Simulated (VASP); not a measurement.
Calculation: revPBE GGA, VASP's PBE PAW potentials (set 64) (plane waves; VASP).

The input files of a VASP run:

File KPOINTS:
```
Automatic mesh
0
G
 15 15 8
0 0 0
```

INCAR:
```
# general
SYSTEM  = Tc
PREC    = Accurate
ENCUT   = 520   # plane-wave cut-off (eV)
LREAL   = .False.   # projection in real space or not
LASPH   = .True.   # aspherical one-centre terms

# electronic loop
EDIFF   = 1E-7
NELM    = 100   # most electronic steps
ALGO    = Normal   # blocked Davidson
LMAXMIX = 4   # l cut-off of mixed one-centre charges

# smearing
ISMEAR  = 1
SIGMA   = 0.1   # width (eV)

# functional
GGA     = RE   # revPBE

# ions
IBRION  = 2   # conjugate gradients
NSW     = 30
ISIF    = 4   # ions and shape, fixed volume
EDIFFG  = -0.01   # ionic stop

# output
LWAVE   = .False.
LCHARG  = .False.
```

POSCAR:
```
Tc
1
    1.3645168120    -2.3634128430     0.0000000000
    1.3645168120     2.3634128430     0.0000000000
    0.0000000000     0.0000000000     4.3723264657
Tc
2
Direct
  0.3333330000   0.6666670000   0.2500000000
  0.6666670000   0.3333330000   0.7500000000
```

POTCAR, in this order: Tc_pv (PBE.64 set). Program: vasp_std.

What VASP printed:

**OUTCAR**
```
 ion  position               nearest neighbor table
   1  0.333  0.667  0.250-   2 2.69   2 2.69   2 2.69   2 2.69   2 2.69   2 2.69
   2  0.667  0.333  0.750-   1 2.69   1 2.69   1 2.69   1 2.69   1 2.69   1 2.69
  LATTYP: Found a hexagonal cell.
 ALAT       =     2.7290339677
 C/A-ratio  =     1.6021517202
 Subroutine PRICEL returns:
 Original cell was already a primitive cell.
 Subroutine GETGRP returns: Found 24 space group operations
The static configuration has the point symmetry D_3d.
 The point group associated with its full space group is D_6h.
The dynamic configuration has the point symmetry D_3d.
 Subroutine INISYM returns: Found 24 space group operations
 Subroutine IBZKPT returns following result:
 Found    135 irreducible k-points:

 Following reciprocal coordinates:
            Coordinates               Weight
  0.000000  0.000000  0.000000      1.000000
  0.066667  0.000000  0.000000      6.000000
  0.133333 -0.000000  0.000000      6.000000
  0.200000  0.000000  0.000000      6.000000
  0.266667 -0.000000  0.000000      6.000000
  0.333333 -0.000000  0.000000      6.000000
  0.400000 -0.000000  0.000000      6.000000
...
```

### OSZICAR
```
       N       E                     dE             d eps       ncg     rms          rms(c)
DAV:   1     0.316530743539E+03    0.31653E+03   -0.16783E+04  4590   0.161E+03
DAV:   2    -0.128627642576E+02   -0.32939E+03   -0.32628E+03  5087   0.460E+02
DAV:   3    -0.209630318376E+02   -0.81003E+01   -0.79550E+01  5450   0.830E+01
DAV:   4    -0.210509165464E+02   -0.87885E-01   -0.87328E-01  5013   0.809E+00
DAV:   5    -0.210518382046E+02   -0.92166E-03   -0.92150E-03  5182   0.747E-01    0.238E+01
DAV:   6    -0.198513050172E+02    0.12005E+01   -0.28822E+00  4876   0.171E+01    0.765E+00
DAV:   7    -0.197076234727E+02    0.14368E+00   -0.56283E-01  5191   0.688E+00    0.939E-01
DAV:   8    -0.196992538589E+02    0.83696E-02   -0.11021E-02  4731   0.111E+00    0.794E-02
DAV:   9    -0.196993547772E+02   -0.10092E-03   -0.18278E-04  5334   0.126E-01    0.189E-02
DAV:  10    -0.196993477190E+02    0.70581E-05   -0.10082E-05  4876   0.306E-02    0.775E-03
DAV:  11    -0.196993475511E+02    0.16793E-06   -0.93487E-07  4797   0.105E-02    0.294E-03
DAV:  12    -0.196993464614E+02    0.10897E-05   -0.11728E-07  2452   0.297E-03    0.192E-04
DAV:  13    -0.196993464474E+02    0.14057E-07   -0.13210E-08  2317   0.960E-04
   1 F= -.19699346E+02 E0= -.19699546E+02  d E =-.196993E+02
       N       E                     dE             d eps       ncg     rms          rms(c)
DAV:   1    -0.197017663755E+02   -0.24199E-02   -0.11426E-01  4599   0.293E+00    0.283E-01
DAV:   2    -0.196998306020E+02    0.19358E-02   -0.32264E-03  4976   0.502E-01    0.124E-01
DAV:   3    -0.196993875085E+02    0.44309E-03   -0.15472E-03  5512   0.281E-01    0.176E-02
DAV:   4    -0.196993900688E+02   -0.25604E-05   -0.29767E-05  4668   0.573E-02    0.513E-03
DAV:   5    -0.196993898367E+02    0.23211E-06   -0.16230E-06  4988   0.863E-03    0.178E-03
DAV:   6    -0.196993899246E+02   -0.87840E-07   -0.10017E-07  2600   0.260E-03
   2 F= -.19699390E+02 E0= -.19699584E+02  d E =-.434772E-04
       N       E                     dE             d eps       ncg     rms          rms(c)
DAV:   1    -0.196998876827E+02   -0.49785E-03   -0.21194E-02  4598   0.126E+00    0.121E-01
DAV:   2    -0.196995298793E+02    0.35780E-03   -0.59935E-04  4950   0.215E-01    0.536E-02
DAV:   3    -0.196994467026E+02    0.83177E-04   -0.29244E-04  5504   0.121E-01    0.759E-03
DAV:   4    -0.196994472669E+02   -0.56431E-06   -0.57530E-06  4675   0.251E-02    0.230E-03
DAV:   5    -0.196994471800E+02    0.86946E-07   -0.33152E-07  4001   0.397E-03
   3 F= -.19699447E+02 E0= -.19699648E+02  d E =-.100733E-03
```

### OUTCAR
```
------------------------ aborting loop because EDIFF is reached ----------------------------------------
  FORCE on cell =-STRESS in cart. coord.  units (eV):
  Direction    XX          YY          ZZ          XY          YZ          ZX
  --------------------------------------------------------------------------------------
  Total        1.6741720      1.6741726      1.6759004     -0.0000000      0.0000000     -0.0000000
  in kB       95.1151273     95.1151607     95.2133226     -0.0000000      0.0000000     -0.0000000
  external PRESSURE =      95.1478702 kB  Pullay stress =       0.0000000 kB
  volume of cell :       28.20
      direct lattice vectors                 reciprocal lattice vectors
     1.365444785 -2.365020158  0.000000000     0.366181046 -0.211414688  0.000000000
     1.365444785  2.365020158  0.000000000     0.366181046  0.211414688  0.000000000
    -0.000000000 -0.000000000  4.366385478    -0.000000000  0.000000000  0.229022381
 POSITION                                       TOTAL-FORCE (eV/Angst)
 -----------------------------------------------------------------------------------
      1.36544      0.78834      1.09160        -0.000000     -0.000000     -0.000000
      1.36544     -0.78834      3.27479         0.000000      0.000000      0.000000
 -----------------------------------------------------------------------------------
    total drift:                               -0.000026      0.000612     -0.000043
  FREE ENERGIE OF THE ION-ELECTRON SYSTEM (eV)
  ---------------------------------------------------
  free  energy   TOTEN  =       -19.6994471800 eV

  energy  without entropy=      -19.7000510017  energy(sigma->0) =      -19.69964845

 reached required accuracy - stopping structural energy minimisation
```
(Selected blocks of OUTCAR.)

File CONTCAR:
```
Tc
   1.00000000000000
     1.3654447849369533   -2.3650201583515109    0.0000000000000000
     1.3654447849369533    2.3650201583515109    0.0000000000000000
    -0.0000000000000000   -0.0000000000000000    4.3663854776025346
  Tc
     2
Direct
     0.3333330000000032    0.6666669999999968    0.2500000000000000
     0.6666669999999968    0.3333330000000032    0.7500000000000000
```

OUTCAR:
```
 val. band max:       12.9215126083   @ k =   0.3333   0.3333   0.0000

 cond. band min:      12.9307054653   @ k =   0.1333   0.0667   0.0000


 Fermi energy:        12.9264404025

 k-point     1 :       0.0000    0.0000    0.0000
  band No.  band energies     occupation
      1     -26.5403      2.00000
      2     -25.3860      2.00000
      3     -25.3860      2.00000
      4     -25.1884      2.00000
      5     -25.1884      2.00000
      6     -25.1374      2.00000
      7       5.5951      2.00000
      8       7.4446      2.00000
      9      11.3646      2.00000
     10      11.3646      2.00000
     11      11.4734      2.00000
     12      12.1058      2.00000
     13      12.1058      2.00000
     14      12.7995      2.07035
     15      12.7996      2.07035
     16      14.7112     -0.00000
     17      15.5339      0.00000

 k-point     2 :       0.0667    0.0000    0.0000
  band No.  band energies     occupation
      1     -26.5213      2.00000
      2     -25.4287      2.00000
      3     -25.4000      2.00000
      4     -25.2328      2.00000
      5     -25.1942      2.00000
      6     -25.1455      2.00000
      7       5.7652      2.00000
      8       7.5828      2.00000
      9      11.0018      2.00000
     10      11.5102      2.00000
     11      11.7843      2.00000
     12      12.0174      2.00000
     13      12.2415      2.00000
     14      12.5898      2.00002
     15      12.6828      2.00307
     16      13.7441     -0.00000
     17      15.6091      0.00000

 k-point     3 :       0.1333   -0.0000    0.0000
  band No.  band energies     occupation
      1     -26.4660      2.00000
      2     -25.5494      2.00000
      3     -25.4386      2.00000
      4     -25.3564      2.00000
      5     -25.2114      2.00000
      6     -25.1701      2.00000
      7       6.2461      2.00000
      8       7.9432      2.00000
      9      10.5407      2.00000
     10      11.7491      2.00000
     11      11.7798      2.00000
...
```

The compound is Tc in the hcp structure. This cell is one point of a volume scan, at 0.97 of the reference volume. Symmetry was kept, so distortions that lower it aren't found.
